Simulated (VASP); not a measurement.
Elastic constants (GPa) of a crystal from PBEsol GGA, VASP's PBE PAW potentials (set 64) (VASP):

|  | xx | yy | zz | yz | xz | xy |
|---|---|---|---|---|---|---|
| xx | 165.7 | 18.7 | 18.7 | 0.0 | 0.0 | 0.0 |
| yy | 18.7 | 165.7 | 18.7 | 0.0 | 0.0 | 0.0 |
| zz | 18.7 | 18.7 | 165.7 | 0.0 | 0.0 | 0.0 |
| yz | 0.0 | 0.0 | 0.0 | 18.6 | 0.0 | 0.0 |
| xz | 0.0 | 0.0 | 0.0 | 0.0 | 18.6 | 0.0 |
| xy | 0.0 | 0.0 | 0.0 | 0.0 | 0.0 | 18.6 |

The 4f electrons are frozen in the core of the lanthanide potential, so 4f levels, which can set the real gap, and their magnetism are missing. Finite-difference elastic constants of metals are sensitive to mesh and smearing; shear constants can be off by tens of GPa.

**Question.** Work out the Voigt, Reuss and Hill moduli, Young's modulus and Poisson's ratio.

**Answer.** All eigenvalues are positive (smallest 18.6 GPa), so the crystal is stable. K_V = (C11+C22+C33+2(C12+C13+C23))/9 = (497.1 + 2×56.1)/9 = 67.7 GPa; G_V = (497.1 − 56.1 + 3×55.8)/15 = 40.6 GPa. From the compliances, K_R = 67.7 GPa and G_R = 26.5 GPa. Hill: K = 67.7 GPa, G = 33.5 GPa, E = 9KG/(3K+G) = 86.4 GPa, ν = (3K−2G)/(2(3K+G)) = 0.287. K/G = 2.02, above Pugh's 1.75; universal anisotropy A^U = 2.65.

**Question.** With a density of 8.62 g/cm³, what are the mean sound speeds?

**Answer.** v_l = √((K+4G/3)/ρ) = 3.61 km/s and v_t = √(G/ρ) = 1.97 km/s. The crystal is ErSb (space group Fm-3m), cubic.

The structure comes from a measured ErSb entry (Fm-3m) of the Crystallography Open Database, whose conditions weren't checked. It was relaxed first.
